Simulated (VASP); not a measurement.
The system is SrB6.

```
Sr B
1.0
     4.19686    0.00000    0.00000
     0.00000    4.19686    0.00000
     0.00000    0.00000    4.19686
Sr B
1 6
Direct
  0.00000 0.00000 0.00000
  0.50000 0.50000 0.20314
  0.50000 0.50000 0.79686
  0.20314 0.50000 0.50000
  0.79686 0.50000 0.50000
  0.50000 0.20314 0.50000
  0.50000 0.79686 0.50000
```

- Program: VASP 6.6.1
- Task: relaxation of cell and atoms
- Functional: LDA
- Potentials or basis: VASP PAW LDA potentials, release 64 (Sr_sv, B)
- Cutoff: 600 eV
- k mesh: 8 × 8 × 8
- Occupations: gaussian, width 0.01 eV
- Spin: no spin polarisation

At the start: pressure -6.4 GPa; volume 10.56 Å³/atom.

Problem. How do energy, volume and symmetry change on relaxing?

Solution. Over 5 steps the energy falls by 8.8 meV/atom and the volume is 10.13 Å³/atom (-4.1 %); space group Pm-3m (No. 221, to 0.05 Å).

Step by step:
```csv
step,energy change (eV),largest force (eV/Å),pressure (GPa),volume (Å³)
1,0.0000,0.1684,-6.39,73.92
2,-0.0265,0.6875,4.15,69.51
3,-0.0562,0.3047,-0.56,71.31
4,-0.0532,0.3510,0.68,70.39
5,-0.0618,0.0033,-0.02,70.91
```

Final structure:
```yaml
crystal:
  lattice:
    - [4.13904, 0.00000, 0.00000]
    - [0.00000, 4.13904, 0.00000]
    - [0.00000, 0.00000, 4.13904]
  atoms:
    - { symbol: Sr, position: [0.00000, 0.00000, 0.00000] }
    - { symbol: B, position: [0.50000, 0.50000, 0.20295] }
    - { symbol: B, position: [0.50000, 0.50000, 0.79705] }
    - { symbol: B, position: [0.20295, 0.50000, 0.50000] }
    - { symbol: B, position: [0.79705, 0.50000, 0.50000] }
    - { symbol: B, position: [0.50000, 0.20295, 0.50000] }
    - { symbol: B, position: [0.50000, 0.79705, 0.50000] }
```
